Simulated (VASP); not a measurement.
Here is the system:

```
CELL_PARAMETERS angstrom
      1.23671    -2.14205     0.00000
      1.23671     2.14205     0.00000
      0.00000     0.00000     3.98763
ATOMIC_POSITIONS crystal
  Co 0.33333 0.66667 0.25000
  Co 0.66667 0.33333 0.75000
```
Starting moments (μB, in the order of the record's atoms Co Co): 1.6 1.6.

The numbers are results of rev-vdW-DF2, VASP's PBE PAW potentials (set 64) (plane waves; VASP), not measurements. Numerical set-up: 520 eV cut-off, 17×17×9 Γ-centred mesh, first-order Methfessel-Paxton smearing of 0.10 eV, potentials Co.

Question: Predict the cell moment, energy per atom (σ→0), band gap (on the k-mesh) with the smallest direct gap where there is one.

Answer: 
```json
{
  "band gap (on the k-mesh)": "none (metal, semimetal or under 0.01 eV)",
  "cell_moment": "3.16 μB",
  "energy per atom (σ→0)": "-4.887 eV/atom"
}
```

Question: Give the moment on each site (PAW-sphere projection).

Answer: 
```tsv
site	moment (μB)
Co1	1.59
Co2	1.59
```

The compound is Co in the hcp structure. It was relaxed first.
